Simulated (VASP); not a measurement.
Level of theory: PBEsol GGA, VASP's PBE PAW potentials (set 64) (plane waves; VASP 6.6.1).

A VASP calculation is set up with these files.

### INCAR
```
SYSTEM = Al3Sc
PREC = Accurate; ENCUT = 500; LREAL = .FALSE.
LASPH = .TRUE.
EDIFF = 1E-6; NELM = 100; ALGO = Normal
LMAXMIX = 4
ISMEAR = 1; SIGMA = 0.1
GGA = PS
IBRION = 2; NSW = 40; ISIF = 3
EDIFFG = -0.02
LWAVE = .FALSE.; LCHARG = .FALSE.
```

KPOINTS:
```
K-points
0
Gamma
  8 8 8
0 0 0
```

POSCAR:
```
Al3Sc
1.0
  4.0715236001   0.0000000000   0.0000000000
  0.0000000000   4.0715236001   0.0000000000
  0.0000000000   0.0000000000   4.0715236001
Sc Al
1 3
Cartesian
  0.0000000000   0.0000000000   0.0000000000
  0.0000000000   2.0357618000   2.0357618000
  2.0357618000   0.0000000000   2.0357618000
  2.0357618000   2.0357618000   0.0000000000
```

POTCAR, in this order: Sc_sv Al (PBE.64 set). Program: vasp_std.

Output of the run:

OSZICAR:
```
       N       E                     dE             d eps       ncg     rms          rms(c)
DAV:   1     0.111466765756E+03    0.11147E+03   -0.83943E+03   980   0.127E+03
DAV:   2    -0.137823317916E+02   -0.12525E+03   -0.12312E+03  1000   0.357E+02
DAV:   3    -0.216725987887E+02   -0.78903E+01   -0.75535E+01  1536   0.733E+01
DAV:   4    -0.218056122807E+02   -0.13301E+00   -0.13270E+00  1376   0.983E+00
DAV:   5    -0.218087035242E+02   -0.30912E-02   -0.30900E-02  1464   0.147E+00    0.945E+00
DAV:   6    -0.208518820691E+02    0.95682E+00   -0.47571E+00  1612   0.259E+01    0.341E+00
DAV:   7    -0.207906804274E+02    0.61202E-01   -0.95057E-02  1172   0.259E+00    0.191E+00
DAV:   8    -0.207632263723E+02    0.27454E-01   -0.41744E-02  1418   0.171E+00    0.225E-01
DAV:   9    -0.207628335407E+02    0.39283E-03   -0.35398E-03  1250   0.470E-01    0.922E-02
DAV:  10    -0.207627790159E+02    0.54525E-04   -0.24282E-04  1514   0.158E-01    0.862E-02
DAV:  11    -0.207627850384E+02   -0.60225E-05   -0.24019E-05  1240   0.337E-02    0.650E-02
DAV:  12    -0.207627652212E+02    0.19817E-04   -0.63041E-05  1184   0.412E-02    0.761E-03
DAV:  13    -0.207627655175E+02   -0.29633E-06   -0.26566E-06  1172   0.126E-02
   1 F= -.20762766E+02 E0= -.20762294E+02  d E =-.207628E+02
```

OUTCAR:
```
------------------------ aborting loop because EDIFF is reached ----------------------------------------
  FORCE on cell =-STRESS in cart. coord.  units (eV):
  Direction    XX          YY          ZZ          XY          YZ          ZX
  --------------------------------------------------------------------------------------
  Total        0.0460795      0.0460795      0.0460795     -0.0000000     -0.0000000     -0.0000000
  in kB        1.0938240      1.0938240      1.0938240     -0.0000000     -0.0000000     -0.0000000
  external PRESSURE =       1.0938240 kB  Pullay stress =       0.0000000 kB
  volume of cell :       67.49
      direct lattice vectors                 reciprocal lattice vectors
     4.071523600  0.000000000  0.000000000     0.245608302  0.000000000  0.000000000
     0.000000000  4.071523600  0.000000000     0.000000000  0.245608302  0.000000000
     0.000000000  0.000000000  4.071523600     0.000000000  0.000000000  0.245608302
 POSITION                                       TOTAL-FORCE (eV/Angst)
 -----------------------------------------------------------------------------------
      0.00000      0.00000      0.00000         0.000000      0.000000      0.000000
      0.00000      2.03576      2.03576         0.000000      0.000000      0.000000
      2.03576      0.00000      2.03576         0.000000      0.000000      0.000000
      2.03576      2.03576      0.00000         0.000000      0.000000      0.000000
 -----------------------------------------------------------------------------------
    total drift:                                0.000000     -0.000000      0.000000
  FREE ENERGIE OF THE ION-ELECTRON SYSTEM (eV)
  ---------------------------------------------------
  free  energy   TOTEN  =       -20.7627655175 eV

  energy  without entropy=      -20.7613511450  energy(sigma->0) =      -20.76229406

 reached required accuracy - stopping structural energy minimisation
```
(Selected blocks of OUTCAR.)

The compound is Al3Sc in the L1_2 structure. It was relaxed first.
